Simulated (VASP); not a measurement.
Given:

```
CELL_PARAMETERS angstrom
      4.01555     0.00000     0.00000
      0.00000     4.01555     0.00000
      0.00000     0.00000     4.01555
ATOMIC_POSITIONS crystal
  Ba 0.00000 0.00000 0.00000
  Ti 0.50000 0.50000 0.50000
  O  0.50000 0.00000 0.50000
  O  0.00000 0.50000 0.50000
  O  0.50000 0.50000 0.00000
```

Level of theory: PBE GGA with D3 dispersion (zero damping), VASP's PBE PAW potentials (set 64) (plane waves; VASP). Settings: 520 eV cut-off, 6×6×6 Γ-centred mesh, Gaussian smearing of 0.050 eV, potentials Ba_sv Ti_sv O.

### Question
The job: BaTiO3 (cubic perovskite), 5 atoms, PBE-D3 (zero damping), static run, 520 eV, 6×6×6 Γ-centred mesh. Roughly how much core time does it take on a busy server core?

### Answer
About 20 core-seconds (one run on a shared machine, a rough figure). It had 20 irreducible k-points, 24 bands, up to 1775 plane waves and 17 electronic steps.

The compound is BaTiO3 in the cubic perovskite structure, the ideal cubic form; the compound distorts at low or room temperature. It was relaxed first.
